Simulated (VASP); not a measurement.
Input:

```xyz
3
Lattice="0.0000 3.3354 3.3354 3.3354 0.0000 3.3354 3.3354 3.3354 0.0000" Properties=species:S:1:pos:R:3 pbc="T T T"
Na     1.6677     1.6677     1.6677
Na     5.0031     5.0031     5.0031
S      0.0000     0.0000     0.0000
```

Level of theory: PBE GGA, VASP's PBE PAW potentials (set 64) (plane waves; VASP). Run with 400 eV cut-off, 5×5×5 Γ-centred mesh, second-order Methfessel-Paxton smearing of 0.30 eV, potentials Na_pv S.

Problem. Give the stress tensor in GPa (positive for a compressed cell).

Solution. 
```
-1.36   0.00   0.00
 0.00  -1.36   0.00
 0.00   0.00  -1.36
```
The pressure is its mean diagonal, -1.36 GPa.

The compound is Na2S in the antifluorite structure. The cell was not relaxed at this level. The run is one of a series of settings (ISMEAR = 2, SIGMA = 0.3 against the base run), some of them coarse on purpose.
